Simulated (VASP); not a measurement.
An input for Quantum ESPRESSO's pw.x (written as the equivalent of a VASP run, and not itself run):

```
&CONTROL
  calculation = 'scf'
  pseudo_dir = './pseudo'
  outdir = './out'
  tprnfor = .true.
  tstress = .true.
/
&SYSTEM
  ibrav = 0
  nat = 4
  ntyp = 2
  ecutwfc = 84
  occupations = 'smearing'
  smearing = 'fermi-dirac'
  degauss = 0.00735
  input_dft = 'pbe'
  noncolin = .true.
  lspinorb = .true.
/
&ELECTRONS
  conv_thr = 7.3e-08
  electron_maxstep = 100
/
ATOMIC_SPECIES
  Al 26.982 Al.upf
  As 74.922 As.upf
CELL_PARAMETERS angstrom
     4.0770320    0.0000000    0.0000000
     0.0000000    4.0770320    0.0000000
     0.0000000    0.0000000    5.1374000
ATOMIC_POSITIONS crystal
  Al   0.5000000  0.0000000  0.2368000
  Al   0.0000000  0.5000000  0.7632000
  As   0.0000000  0.0000000  0.0000000
  As   0.5000000  0.5000000  0.0000000
K_POINTS automatic
  7 7 5 0 0 0
```

**Question.** Translate this input to VASP (INCAR, KPOINTS, POSCAR, choice of POTCAR).

**Answer.** One answer among several that fit: 
File KPOINTS:
```
kpoints
0
G
  7 7 5
0 0 0
```

### INCAR
```
SYSTEM = AlAs
PREC = Accurate
ENCUT = 300
EDIFF = 1E-6
NELM = 100
ALGO = Normal
LREAL = .FALSE.
LASPH = .TRUE.
ISMEAR = -1
SIGMA = 0.1
GGA = PE
LMAXMIX = 4
LWAVE = .FALSE.
LCHARG = .FALSE.
ISIF = 2
LSORBIT = .TRUE.
LNONCOLLINEAR = .TRUE.
MAGMOM = 0.0 0.0 0.0 0.0 0.0 0.0 0.0 0.0 0.0 0.0 0.0 0.0
GGA_COMPAT = .FALSE.
LORBIT = 11
```

POSCAR:
```
AlAs
1
    4.0770320000     0.0000000000     0.0000000000
    0.0000000000     4.0770320000     0.0000000000
    0.0000000000     0.0000000000     5.1374000000
Al As
2 2
Direct
  0.5000000000   0.0000000000   0.2368000000
  0.0000000000   0.5000000000   0.7632000000
  0.0000000000   0.0000000000   0.0000000000
  0.5000000000   0.5000000000   0.0000000000
```

POTCAR, in this order: Al As (PBE.64 set). Program: vasp_ncl.

What does not carry over: the potentials are each code's own (VASP's PAW set, PseudoDojo norm-conserving files, fully relativistic, in pw.x), so ENCUT and ecutwfc are chosen apart and not converted; conv_thr bounds pw.x's estimated SCF error, while EDIFF bounds the energy change between steps.

The structure was generated: AlAs was put into an ordered model structure, which need not be its known phase. The cell was not relaxed at this level. The run is one of a series of settings (GGA_COMPAT = .FALSE., LNONCOLLINEAR = .TRUE., LSORBIT = .TRUE., MAGMOM = 0.0 0.0 0.0 0.0 0.0 0.0 0.0 0.0 0.0 0.0 0.0 0.0, program vasp_ncl against the base run), some of them coarse on purpose.
